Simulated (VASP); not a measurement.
# SrBi (Pm-3m) in VASP: single point with HSE06

Aim: the single point of SrBi with HSE06.

All numbers are computed with VASP 6.6.1; they aren't measurements. Logs are shortened: lines on timing, memory, paths and dates and some standing lists are left out, and cuts for length are marked.

**1. Starting point**

It takes space group Pm-3m (No. 221, cubic). Conventional cell: a = 4.219 Å, b = 4.219 Å, c = 4.219 Å, α = 90.00°, β = 90.00°, γ = 90.00°. Sr (site symmetry m-3m) is surrounded by 8 Bi at 3.65 Å. Bi (site symmetry m-3m) has 8 Sr at 3.65 Å as nearest neighbours.

The cell was built by a generator and needn't be a form met in nature.

**2. Single point, HSE06, non-collinear spin, zero start, spin-orbit coupling**

The input, POSCAR:

```
SrBi
1.0
    4.2191470000      0.0000000000      0.0000000000
    0.0000000000      4.2191470000      0.0000000000
    0.0000000000      0.0000000000      4.2191470000
Sr Bi
1 1
Direct
    0.0000000000      0.0000000000      0.0000000000
    0.5000000000      0.5000000000      0.5000000000
```

The input, INCAR.step1:

```
ALGO = Normal
EDIFF = 1E-5
ENCUT = 520
GGA = PE
GGA_COMPAT = False
ISIF = 2
ISMEAR = 0
LASPH = True
LCHARG = False
LNONCOLLINEAR = True
LORBIT = 11
LORBMOM = True
LREAL = False
LSORBIT = True
LWAVE = True
MAGMOM = 0 0 0 0 0 0
NBANDS = 37
NELM = 150
PREC = Accurate
SIGMA = 0.1748
```

The input, INCAR.step2:

```
ALGO = Normal
EDIFF = 1E-6
ENCUT = 520
GGA = PE
GGA_COMPAT = False
HFSCREEN = 0.2079
ISIF = 2
ISMEAR = 0
ISTART = 1
LASPH = True
LCHARG = False
LHFCALC = True
LNONCOLLINEAR = True
LORBIT = 11
LORBMOM = True
LREAL = False
LSORBIT = True
LWAVE = False
MAGMOM = 0 0 0 0 0 0
NBANDS = 37
NELM = 150
PREC = Accurate
PRECFOCK = Normal
SIGMA = 0.1748
```

The input, KPOINTS:

```
k-points
0
Gamma
  3 3 3
```

Potentials or basis: VASP PAW PBE potentials, release 64 (Sr_sv, Bi_d).

On the command line:

```sh
cat potpaw_PBE.64/Sr_sv/POTCAR potpaw_PBE.64/Bi_d/POTCAR > POTCAR
cp INCAR.step1 INCAR
mpirun -np 1 vasp_ncl > vasp.out
cp INCAR.step2 INCAR
mpirun -np 1 vasp_ncl > vasp.out
```

OUTCAR:

```text
EDIFF = 1E-6
   ENCUT = 520
   GGA = PE
   HFSCREEN = 0.2079
   ISIF = 2
   ISMEAR = 0
   ISTART = 1
   LASPH = True
   LHFCALC = True
   LNONCOLLINEAR = True
   LORBIT = 11
   LREAL = False
   LSORBIT = True
   NELM = 150
   PREC = Accurate
   PRECFOCK = Normal

 ion  position               nearest neighbor table
   1  0.000  0.000  0.000-   2 3.65   2 3.65   2 3.65   2 3.65   2 3.65   2 3.65   2 3.65   2 3.65

   2  0.500  0.500  0.500-   1 3.65   1 3.65   1 3.65   1 3.65   1 3.65   1 3.65   1 3.65   1 3.65

  LATTYP: Found a simple cubic cell.
 ALAT       =     4.2191470000

  Lattice vectors:

 A1 = (   4.2191470000,   0.0000000000,   0.0000000000)
 A2 = (   0.0000000000,   4.2191470000,   0.0000000000)
 A3 = (   0.0000000000,   0.0000000000,   4.2191470000)

Analysis of symmetry for initial positions (statically):
=====================================================================
 Subroutine PRICEL returns:
 Original cell was already a primitive cell.

 Routine SETGRP: Setting up the symmetry group for a
 simple cubic supercell.

 Subroutine GETGRP returns: Found 48 space group operations
 (whereof 48 operations were pure point group operations)
 out of a pool of 48 trial point group operations.

The static configuration has the point symmetry O_h .

Analysis of symmetry for dynamics (positions and initial velocities):
=====================================================================
 Subroutine PRICEL returns:
 Original cell was already a primitive cell.

 Routine SETGRP: Setting up the symmetry group for a
 simple cubic supercell.

 Subroutine GETGRP returns: Found 48 space group operations
 (whereof 48 operations were pure point group operations)
 out of a pool of 48 trial point group operations.

The dynamic configuration has the point symmetry O_h .

Analysis of structural, dynamic, and magnetic symmetry:
=====================================================================
 Subroutine PRICEL returns:
 Original cell was already a primitive cell.

 Routine SETGRP: Setting up the symmetry group for a
 simple cubic supercell.

 Subroutine GETGRP returns: Found 48 space group operations
 (whereof 48 operations were pure point group operations)
 out of a pool of 48 trial point group operations.

The overall configuration has the point symmetry O_h .

 Subroutine INISYM returns: Found 48 space group operations
 (whereof 48 operations are pure point group operations),
 and found     1 'primitive' translations

----------------------------------------------------------------------------------------

                                     Primitive cell

  volume of cell :      75.1059

  direct lattice vectors                    reciprocal lattice vectors
     4.219147000  0.000000000  0.000000000     0.237014733  0.000000000  0.000000000
     0.000000000  4.219147000  0.000000000     0.000000000  0.237014733  0.000000000
     0.000000000  0.000000000  4.219147000     0.000000000  0.000000000  0.237014733

  length of vectors
     4.219147000  4.219147000  4.219147000     0.237014733  0.237014733  0.237014733

  position of ions in fractional coordinates (direct lattice)
     0.000000000  0.000000000  0.000000000
     0.500000000  0.500000000  0.500000000

  ion indices of the primitive-cell ions
   primitive index   ion index
                 1           1
                 2           2

----------------------------------------------------------------------------------------

 KPOINTS: k-points

Automatic generation of k-mesh.
 Grid dimensions read from file:
 generate k-points for:    3    3    3

 Generating k-lattice:

  Cartesian coordinates                     Fractional coordinates (reciprocal lattice)
     0.079004911  0.000000000  0.000000000     0.333333333  0.000000000  0.000000000
     0.000000000  0.079004911  0.000000000     0.000000000  0.333333333  0.000000000
     0.000000000  0.000000000  0.079004911     0.000000000  0.000000000  0.333333333

  Length of vectors
     0.079004911  0.079004911  0.079004911

  Shift w.r.t. Gamma in fractional coordinates (k-lattice)
     0.000000000  0.000000000  0.000000000

 Subroutine IBZKPT returns following result:
 ===========================================

 Found      4 irreducible k-points:

 Following reciprocal coordinates:
            Coordinates               Weight
  0.000000  0.000000  0.000000      1.000000
  0.333333  0.000000  0.000000      6.000000
  0.333333  0.333333  0.000000     12.000000
[... 35 lines left out ...]
   EFERMI_NEDOS =   21; number of points for ismear=-14 and -15
   IALGO  =     38    algorithm
   IMIX   =      1    mixing-type and parameters
     AMIX     =   0.40;   BMIX     =  1.00
     AMIX_MAG =   1.60;   BMIX_MAG =  1.00
  volume/ion in A,a.u.               =      37.55       253.42
  Fermi-wavevector in a.u.,A,eV,Ry     =   1.134567  2.144021 17.513997  1.287242
  Thomas-Fermi vector in A             =   2.271271
   LORBIT       =     11    0 simple, 1 ext, 2 COOP (PROOUT), +10 PAW based schemes
   GGA     = PE    functional components
   LHFCALC =     T    Hartree Fock is set to
   PRECFOCK=normal    Normal, Fast or Accurate (Low or Medium for compatibility)
   ENCUT4O =  -1.0   cutoff for four orbital integrals eV
   NKREDX  =     1    reduce k-point grid by
   NKREDY  =     1    reduce k-point grid by
   NKREDZ  =     1    reduce k-point grid by
   AEXX    =    0.2500 exact exchange contribution
   HFSCREEN=    0.2079 screening length (either q_TF or 0.3 A-1)
   HFSCREENC=   0.2079 screening length for correlation (either q_TF or 0.3 A-1)
   ENCUTFOCK=  -1.0 apply spherical cutoff to Coloumb kernel
   IVDW    =     0    specifies the selected vdW correction
   LEPSILON=     F    determine dielectric tensor
   LRPA    =     F    only Hartree local field effects (RPA)
 Gauss-broadening in eV      SIGMA  =   0.17
  energy-cutoff  :      520.00
  volume of cell :       75.11
 maximum number of plane-waves:      4056
 NGX is ok and might be reduce to    32
  NGX = 24; NGY = 24; NGZ = 24

 number of electron      25.0000006 magnetization      -0.0350227     -0.1413831     -0.1603869

 Free energy of the ion-electron system (eV)
  ---------------------------------------------------
  ext. energy  EPLUGINS =         0.00000000
  ---------------------------------------------------
  free energy    TOTEN  =        -8.71711169 eV

  energy without entropy =       -8.68793335  energy(sigma->0) =       -8.70252252

 E-fermi :   4.8125     XC(G=0):  -7.4331

 val. band max:        4.7867699985   @ k =   0.3333   0.0000   0.0000
 cond. band min:       5.0382089709   @ k =   0.0000   0.0000   0.0000
 fundamental gap:      0.2514389724
 Fermi energy:         4.8124814589

 k-point     1 :       0.0000    0.0000    0.0000
  band No.  band energies     occupation
      1     -34.8732      1.00000
      2     -34.8665      1.00000
      3     -21.5624      1.00000
      4     -21.5558      1.00000
      5     -21.5535      1.00000
      6     -21.5519      1.00000
[... 149 lines left out ...]
     36      10.7411      0.00000
     37      10.7901      0.00000

------------------------ aborting loop because EDIFF is reached ----------------------------------------

  FORCE on cell =-STRESS in cart. coord.  units (eV):
  Direction    XX          YY          ZZ          XY          YZ          ZX
  --------------------------------------------------------------------------------------
  -------------------------------------------------------------------------------------
  Total       -0.7496205     -0.7496205     -0.7496205     -0.0000000     -0.0000000      0.0000000
  in kB      -15.9910896    -15.9910896    -15.9910896     -0.0000000     -0.0000000      0.0000000
  external PRESSURE =     -15.9910896 kB  Pullay stress =       0.0000000 kB

 VOLUME and BASIS-vectors are now :
 -----------------------------------------------------------------------------
  energy-cutoff  :      520.00
  volume of cell :       75.11
      direct lattice vectors                 reciprocal lattice vectors
     4.219147000  0.000000000  0.000000000     0.237014733  0.000000000  0.000000000
     0.000000000  4.219147000  0.000000000     0.000000000  0.237014733  0.000000000
     0.000000000  0.000000000  4.219147000     0.000000000  0.000000000  0.237014733

 POSITION                                       TOTAL-FORCE (eV/Angst)
 -----------------------------------------------------------------------------------
      0.00000      0.00000      0.00000         0.000000      0.000000      0.000000
      2.10957      2.10957      2.10957         0.000000      0.000000      0.000000
 -----------------------------------------------------------------------------------
    total drift:                                0.000002     -0.000004     -0.000002

  FREE ENERGIE OF THE ION-ELECTRON SYSTEM (eV)
  ---------------------------------------------------
  free  energy   TOTEN  =        -8.7171116917 eV

  energy  without entropy=       -8.6879333533  energy(sigma->0) =       -8.70252252

 orbital moment (x)

 # of ion     p       d       tot
 ----------------------------------------
  1        -0.000   0.000   0.000
  2        -0.001   0.000  -0.001
 ----------------------------------------
           -0.002   0.000  -0.001

 orbital moment (y)

 # of ion     p       d       tot
 ----------------------------------------
  1         0.000   0.001   0.001
  2        -0.002   0.000  -0.002
 ----------------------------------------
           -0.002   0.001  -0.001

 orbital moment (z)

 # of ion     p       d       tot
 ----------------------------------------
  1        -0.000   0.001   0.001
  2        -0.003   0.000  -0.003
 ----------------------------------------
           -0.003   0.002  -0.002

 Spin-Orbit-Coupling matrix elements

 Ion:    1  E_soc:     -0.1795327
 l=   1
     0.0000000    -0.0296410    -0.0296442
    -0.0296410     0.0000000    -0.0296442
    -0.0296442    -0.0296442     0.0000000
 l=   2
     0.0000000    -0.0000956     0.0000000    -0.0000957    -0.0001832
    -0.0000956     0.0000000    -0.0001375    -0.0000957    -0.0000459
     0.0000000    -0.0001375     0.0000000    -0.0001377     0.0000000
    -0.0000957    -0.0000957    -0.0001377     0.0000000    -0.0000459
    -0.0001832    -0.0000459     0.0000000    -0.0000459     0.0000000
 l=   3
     0.0000000     0.0000000     0.0000000     0.0000000     0.0000000     0.0000000     0.0000000
     0.0000000     0.0000000     0.0000000     0.0000000     0.0000000     0.0000000     0.0000000
     0.0000000     0.0000000     0.0000000     0.0000000     0.0000000     0.0000000     0.0000000
     0.0000000     0.0000000     0.0000000     0.0000000     0.0000000     0.0000000     0.0000000
     0.0000000     0.0000000     0.0000000     0.0000000     0.0000000     0.0000000     0.0000000
     0.0000000     0.0000000     0.0000000     0.0000000     0.0000000     0.0000000     0.0000000
     0.0000000     0.0000000     0.0000000     0.0000000     0.0000000     0.0000000     0.0000000

 Ion:    2  E_soc:     -1.7575695
 l=   1
     0.0000000    -0.2291806    -0.2292387
    -0.2291806     0.0000000    -0.2292692
    -0.2292387    -0.2292692     0.0000000
 l=   2
     0.0000000    -0.0126941     0.0000000    -0.0126943    -0.0510048
    -0.0126941     0.0000000    -0.0382532    -0.0126944    -0.0127512
     0.0000000    -0.0382532     0.0000000    -0.0382531     0.0000000
    -0.0126943    -0.0126944    -0.0382531     0.0000000    -0.0127513
    -0.0510048    -0.0127512     0.0000000    -0.0127513     0.0000000
 l=   3
     0.0000000     0.0000000     0.0000000     0.0000000     0.0000000     0.0000000     0.0000000
     0.0000000     0.0000000     0.0000000     0.0000000     0.0000000     0.0000000     0.0000000
     0.0000000     0.0000000     0.0000000     0.0000000     0.0000000     0.0000000     0.0000000
     0.0000000     0.0000000     0.0000000     0.0000000     0.0000000     0.0000000     0.0000000
     0.0000000     0.0000000     0.0000000     0.0000000     0.0000000     0.0000000     0.0000000
     0.0000000     0.0000000     0.0000000     0.0000000     0.0000000     0.0000000     0.0000000
     0.0000000     0.0000000     0.0000000     0.0000000     0.0000000     0.0000000     0.0000000

 total charge

# of ion       s       p       d       tot
------------------------------------------
    1        2.015   5.826   0.161   8.002
    2        1.492   1.585   9.878  12.955
--------------------------------------------------
tot          3.507   7.411  10.040  20.957

 magnetization (x)

# of ion       s       p       d       tot
------------------------------------------
    1        0.000   0.000  -0.000  -0.000
    2        0.000   0.000   0.000   0.000
--------------------------------------------------
tot          0.000   0.000  -0.000   0.000

 magnetization (y)

# of ion       s       p       d       tot
------------------------------------------
    1       -0.000  -0.000  -0.000  -0.000
    2       -0.000   0.000  -0.000   0.000
--------------------------------------------------
tot         -0.000   0.000  -0.000   0.000

 magnetization (z)

# of ion       s       p       d       tot
------------------------------------------
    1       -0.000   0.000   0.000   0.000
    2        0.000   0.000   0.000   0.000
--------------------------------------------------
tot          0.000   0.000   0.000   0.000
```

Wall time 36 min (1 thread of AMD EPYC 9R45 (Zen 5), shared host); peak memory 0.39 GiB.

Results:

| Quantity | Value |
| --- | --- |
| Free energy | -8.7171 eV |
| Pressure | -1.6 GPa |
| Net moment | 0.22 μB per cell |
| Valence electrons inside the program's atomic spheres | Sr 8.00; Bi 12.96 |

Moments on the atoms (μB; x, y, z):
```
Sr  0.00 0.00 0.00
Bi  0.00 0.00 0.00
```

Caveat: the k mesh is coarse (spacing up to 0.50 Å⁻¹), so the values aren't converged, least of all with exact exchange; the PAW data sets were made with another functional, which shifts forces and pressure a little.
